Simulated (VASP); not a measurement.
OSZICAR of a VASP run on In (bct):

### OSZICAR
```
...
DAV:   8    -0.183801876784E+01    0.27552E-05   -0.28989E-05  8030   0.122E-01    0.817E-03
DAV:   9    -0.183801840715E+01    0.36069E-06   -0.45233E-06  7496   0.525E-02
   2 F= 0.47588920E+00 E0= 0.47585165E+00  d E =0.494243E-01
       N       E                     dE             d eps       ncg     rms          rms(c)
DAV:   1    -0.431760519299E+01   -0.24796E+01   -0.60092E+01  7810   0.224E+02    0.827E+00
DAV:   2    -0.258027163904E+01    0.17373E+01   -0.34983E+00  7872   0.459E+01    0.342E+00
DAV:   3    -0.226878292968E+01    0.31149E+00   -0.11002E+00  9364   0.252E+01    0.833E-01
DAV:   4    -0.225793135051E+01    0.10852E-01   -0.33031E-02  8034   0.280E+00    0.508E-01
DAV:   5    -0.225513416740E+01    0.27972E-02   -0.38584E-03  7600   0.476E-01    0.187E-01
DAV:   6    -0.225525116900E+01   -0.11700E-03   -0.50869E-04 10582   0.476E-01    0.561E-02
DAV:   7    -0.225525656281E+01   -0.53938E-05   -0.65339E-05  7672   0.147E-01    0.989E-03
DAV:   8    -0.225525351667E+01    0.30461E-05   -0.22764E-06  8122   0.150E-02    0.648E-03
DAV:   9    -0.225525346618E+01    0.50493E-07   -0.20139E-07  3788   0.100E-02
   3 F= 0.35392107E+00 E0= 0.35389894E+00  d E =-.725438E-01
       N       E                     dE             d eps       ncg     rms          rms(c)
DAV:   1    -0.225082056620E+01    0.44330E-02   -0.14442E-02  7818   0.300E+00    0.151E-01
DAV:   2    -0.225030930991E+01    0.51126E-03   -0.10931E-03  7836   0.859E-01    0.512E-02
DAV:   3    -0.225024092754E+01    0.68382E-04   -0.22425E-04  9402   0.378E-01    0.212E-02
DAV:   4    -0.225024043238E+01    0.49516E-06   -0.61638E-06  7590   0.274E-02
   4 F= 0.35387319E+00 E0= 0.35385189E+00  d E =-.725917E-01
       N       E                     dE             d eps       ncg     rms          rms(c)
DAV:   1    -0.224568445765E+01    0.45565E-02   -0.14930E-02  7824   0.305E+00    0.153E-01
DAV:   2    -0.224515390091E+01    0.53056E-03   -0.11283E-03  7866   0.875E-01    0.519E-02
DAV:   3    -0.224508265316E+01    0.71248E-04   -0.23292E-04  9410   0.385E-01    0.221E-02
DAV:   4    -0.224508221963E+01    0.43353E-06   -0.66129E-06  7590   0.281E-02
   5 F= 0.35388584E+00 E0= 0.35386541E+00  d E =-.725790E-01
       N       E                     dE             d eps       ncg     rms          rms(c)
DAV:   1    -0.224801492626E+01   -0.29323E-02   -0.15501E-01  8142   0.449E+00    0.352E-01
DAV:   2    -0.224542781609E+01    0.25871E-02   -0.32743E-03 10236   0.129E+00    0.225E-01
DAV:   3    -0.224390558122E+01    0.15222E-02   -0.18355E-03  8856   0.136E+00    0.601E-02
DAV:   4    -0.224392327278E+01   -0.17692E-04   -0.23152E-04  7736   0.195E-01    0.609E-02
DAV:   5    -0.224392387765E+01   -0.60487E-06   -0.11798E-05 10070   0.580E-02    0.481E-03
DAV:   6    -0.224392381541E+01    0.62242E-07   -0.11870E-07  3714   0.752E-03
   6 F= 0.35289329E+00 E0= 0.35278804E+00  d E =-.992549E-03
       N       E                     dE             d eps       ncg     rms          rms(c)
DAV:   1    -0.224567330979E+01   -0.17494E-02   -0.12658E-01  8140   0.407E+00    0.321E-01
DAV:   2    -0.224353994618E+01    0.21334E-02   -0.27054E-03 10284   0.118E+00    0.205E-01
DAV:   3    -0.224228609513E+01    0.12539E-02   -0.14940E-03  8808   0.123E+00    0.550E-02
DAV:   4    -0.224230057064E+01   -0.14476E-04   -0.18979E-04  7758   0.178E-01    0.550E-02
DAV:   5    -0.224230116679E+01   -0.59615E-06   -0.97834E-06  9826   0.533E-02
   7 F= 0.35246694E+00 E0= 0.35240973E+00  d E =-.141890E-02
       N       E                     dE             d eps       ncg     rms          rms(c)
DAV:   1    -0.224201063115E+01    0.28994E-03   -0.94798E-03  8118   0.112E+00    0.874E-02
DAV:   2    -0.224185180980E+01    0.15882E-03   -0.20763E-04 10294   0.329E-01    0.557E-02
DAV:   3    -0.224175904329E+01    0.92767E-04   -0.11074E-04  8816   0.335E-01    0.151E-02
DAV:   4    -0.224176025055E+01   -0.12073E-05   -0.13747E-05  7634   0.482E-02    0.148E-02
DAV:   5    -0.224176041613E+01   -0.16558E-06   -0.50084E-07  3636   0.146E-02
   8 F= 0.35243024E+00 E0= 0.35240252E+00  d E =-.145560E-02
       N       E                     dE             d eps       ncg     rms          rms(c)
DAV:   1    -0.224163708254E+01    0.12317E-03   -0.37881E-02  8102   0.223E+00    0.175E-01
DAV:   2    -0.224100519813E+01    0.63188E-03   -0.82373E-04 10304   0.656E-01    0.111E-01
DAV:   3    -0.224063405954E+01    0.37114E-03   -0.44011E-04  8814   0.672E-01    0.303E-02
DAV:   4    -0.224063843494E+01   -0.43754E-05   -0.55329E-05  7730   0.968E-02    0.297E-02
DAV:   5    -0.224063878272E+01   -0.34778E-06   -0.26805E-06  6370   0.294E-02
   9 F= 0.35237340E+00 E0= 0.35238610E+00  d E =-.151244E-02
       N       E                     dE             d eps       ncg     rms          rms(c)
DAV:   1    -0.224231457542E+01   -0.16761E-02   -0.15206E-01  8110   0.447E+00    0.351E-01
DAV:   2    -0.223979986138E+01    0.25147E-02   -0.33060E-03 10286   0.131E+00    0.223E-01
DAV:   3    -0.223831636352E+01    0.14835E-02   -0.17379E-03  8794   0.135E+00    0.613E-02
DAV:   4    -0.223833296316E+01   -0.16600E-04   -0.22113E-04  7752   0.194E-01    0.593E-02
DAV:   5    -0.223833368469E+01   -0.72153E-06   -0.11696E-05 10028   0.594E-02    0.572E-03
DAV:   6    -0.223833360363E+01    0.81059E-07   -0.11650E-07  3684   0.731E-03
  10 F= 0.35222706E+00 E0= 0.35228340E+00  d E =-.165878E-02
       N       E                     dE             d eps       ncg     rms          rms(c)
DAV:   1    -0.224877243020E+01   -0.10439E-01   -0.61218E-01  8100   0.898E+00    0.709E-01
DAV:   2    -0.223874121073E+01    0.10031E-01   -0.13318E-02 10214   0.261E+00    0.449E-01
DAV:   3    -0.223282647406E+01    0.59147E-02   -0.67693E-03  8920   0.271E+00    0.126E-01
DAV:   4    -0.223288789153E+01   -0.61417E-04   -0.85719E-04  7714   0.385E-01    0.118E-01
DAV:   5    -0.223288919080E+01   -0.12993E-05   -0.46957E-05 10618   0.122E-01    0.119E-02
DAV:   6    -0.223288893197E+01    0.25883E-06   -0.52616E-07  4122   0.154E-02
  11 F= 0.35238827E+00 E0= 0.35237512E+00  d E =-.149757E-02
       N       E                     dE             d eps       ncg     rms          rms(c)
DAV:   1    -0.224572353872E+01   -0.12834E-01   -0.33206E-01  8108   0.672E+00    0.520E-01
DAV:   2    -0.224025142477E+01    0.54721E-02   -0.78218E-03 10182   0.200E+00    0.329E-01
DAV:   3    -0.223703159976E+01    0.32198E-02   -0.37635E-03  8924   0.195E+00    0.904E-02
DAV:   4    -0.223705784714E+01   -0.26247E-04   -0.44310E-04  7776   0.279E-01    0.829E-02
DAV:   5    -0.223705631545E+01    0.15317E-05   -0.25162E-05 10544   0.898E-02    0.152E-02
DAV:   6    -0.223705630755E+01    0.79008E-08   -0.31762E-07  3846   0.114E-02
  12 F= 0.35214179E+00 E0= 0.35216132E+00  d E =-.174405E-02
       N       E                     dE             d eps       ncg     rms          rms(c)
DAV:   1    -0.223726110403E+01   -0.20479E-03   -0.82289E-02  8116   0.331E+00    0.259E-01
DAV:   2    -0.223591148122E+01    0.13496E-02   -0.18279E-03 10222   0.990E-01    0.164E-01
DAV:   3    -0.223511752152E+01    0.79396E-03   -0.91627E-04  8926   0.992E-01    0.454E-02
DAV:   4    -0.223512608624E+01   -0.85647E-05   -0.11447E-04  7794   0.141E-01    0.424E-02
DAV:   5    -0.223512664456E+01   -0.55832E-06   -0.61711E-06  8830   0.442E-02
  13 F= 0.35214520E+00 E0= 0.35211952E+00  d E =-.174064E-02
       N       E                     dE             d eps       ncg     rms          rms(c)
DAV:   1    -0.223675290275E+01   -0.16268E-02   -0.22371E-02  8112   0.174E+00    0.136E-01
DAV:   2    -0.223638459004E+01    0.36831E-03   -0.50944E-04 10244   0.523E-01    0.861E-02
DAV:   3    -0.223616669299E+01    0.21790E-03   -0.25209E-04  8900   0.514E-01    0.234E-02
DAV:   4    -0.223616827075E+01   -0.15778E-05   -0.30758E-05  7800   0.733E-02    0.217E-02
DAV:   5    -0.223616789594E+01    0.37482E-06   -0.12576E-06  4220   0.231E-02
  14 F= 0.35211444E+00 E0= 0.35210318E+00  d E =-.177140E-02
       N       E                     dE             d eps       ncg     rms          rms(c)
DAV:   1    -0.231071752532E+01   -0.74549E-01   -0.94023E-01  7798   0.241E+01    0.116E+00
DAV:   2    -0.227983539557E+01    0.30882E-01   -0.68771E-02  7836   0.657E+00    0.424E-01
DAV:   3    -0.227501384211E+01    0.48216E-02   -0.15060E-02  9410   0.305E+00    0.150E-01
DAV:   4    -0.227473980354E+01    0.27404E-03   -0.59952E-04  7678   0.364E-01    0.490E-02
DAV:   5    -0.227472114834E+01    0.18655E-04   -0.50780E-05  9248   0.115E-01    0.273E-02
DAV:   6    -0.227472198252E+01   -0.83418E-06   -0.63481E-06  7794   0.304E-02
  15 F= 0.35302474E+00 E0= 0.35299030E+00  d E =0.910294E-03
       N       E                     dE             d eps       ncg     rms          rms(c)
DAV:   1    -0.226623284405E+01    0.84883E-02   -0.47993E-01  7796   0.167E+01    0.879E-01
DAV:   2    -0.224971813041E+01    0.16515E-01   -0.37609E-02  7824   0.495E+00    0.301E-01
DAV:   3    -0.224731744107E+01    0.24007E-02   -0.71924E-03  9436   0.213E+00    0.127E-01
DAV:   4    -0.224719457861E+01    0.12286E-03   -0.32823E-04  7578   0.257E-01    0.339E-02
DAV:   5    -0.224719838717E+01   -0.38086E-05   -0.21837E-05  9892   0.717E-02    0.217E-02
DAV:   6    -0.224720181498E+01   -0.34278E-05   -0.27433E-06  7564   0.198E-02    0.848E-04
DAV:   7    -0.224720193953E+01   -0.12455E-06   -0.79131E-08  3570   0.374E-03
  16 F= 0.35196891E+00 E0= 0.35194675E+00  d E =-.145532E-03
```

Q: Which electronic solver shows in the log?

A: It is blocked Davidson (ALGO = Normal, or the opening steps of other solvers). The INCAR had ALGO = Normal.

Q: Can the final energy be trusted as converged?

A: Self-consistency was reached. It stopped with EDIFF = 1E-6, NELM = 100, NSW = 40 and EDIFFG = -0.02 after 16 ionic steps (PBE GGA, plane waves, VASP's PBE PAW potentials (set 64)). Energy and stress use the plane-wave basis of the starting cell.

The compound is In in the bct structure. This run relaxes it under an external pressure of 20 GPa. Symmetry was kept, so distortions that lower it aren't found.
